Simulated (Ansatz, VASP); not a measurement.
**RbGe4N2: VASP beside Ansatz**

```
Rb Ge N
1.0
    -3.67542    3.67542    2.80775
     3.67542   -3.67542    2.80775
     3.67542    3.67542   -2.80775
Rb Ge N
1 4 2
Direct
  0.00000 0.00000 0.00000
  0.79826 0.50000 0.29826
  0.50000 0.79826 0.29826
  0.50000 0.20174 0.70174
  0.20174 0.50000 0.70174
  0.25000 0.75000 0.50000
  0.75000 0.25000 0.50000
```

Change from the starting cell: species swapped into the BaNi2P4 type (I4/mmm, No. 139).

Alike in both runs: functional PBE; k mesh 4 × 4 × 4; occupations gaussian, width 0.1 eV; no spin polarisation.

Ansatz relaxed the structure, and its values are those at the end. VASP's run is a single point on that final structure, the one shown.

|  | VASP | Ansatz |
| --- | --- | --- |
| version | VASP 6.6.1 | Ansatz 0.2.0 |
| potentials or method | VASP PAW PBE potentials, release 64 (Rb_sv, Ge_d, N) | scalar-relativistic, plane waves, PAW |
| plane-wave cutoff (eV) | 520 | 420 |
| valence electrons in the cell | 75 | 75 |

VASP gave:

```
gap on the k mesh at the Fermi level (eV) : none
pressure (GPa)                            : 0.2
rms of the force components (eV/Å)        : 0.016
```

Task: Estimate Ansatz's values.

Result: gap on the k mesh at the Fermi level (eV): none; pressure (GPa): 0.2; rms of the force components (eV/Å): 0.010.

A gap of «none» marks a metal or a gap that the smearing closes. With one functional, cell and mesh, what is left measures potentials, basis and numerics.
